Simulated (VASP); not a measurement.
AuZn (CsCl type) relaxed at rising pressure, in one space group throughout; other phases were not tried. The pressures are those reached. Calculation: LDA (Ceperley-Alder, Perdew-Zunger), VASP's LDA PAW potentials (set 64) (plane waves; VASP).

```json
[
 {"P (GPa)": "0.01", "V (Å³/atom)": "14.902", "k-mesh": "12×12×12"},
 {"P (GPa)": "5.19", "V (Å³/atom)": "14.453", "k-mesh": "12×12×12"},
 {"P (GPa)": "9.88", "V (Å³/atom)": "14.115", "k-mesh": "12×12×12"},
 {"P (GPa)": "19.88", "V (Å³/atom)": "13.526", "k-mesh": "12×12×12"},
 {"P (GPa)": "29.90", "V (Å³/atom)": "13.055", "k-mesh": "12×12×12"}
]
```

Fit an equation of state and predict the volume at 45.02 GPa.

Least squares on the third-order Birch-Murnaghan form, P = (3B0/2)(y⁷ − y⁵)[1 + (3/4)(B′ − 4)(y² − 1)] with y = (V0/V)^(1/3), gives V0 = 14.901 Å³/atom, B0 = 157 GPa and B′ = 5.5, and so 12.492 Å³/atom. The run gave 12.484 Å³/atom, -0.1 % from the fit.

Pressures at which the relaxation failed are left out.

The compound is AuZn in the CsCl type structure. The electron count is odd and the run is not spin-polarised, which forces a metal.
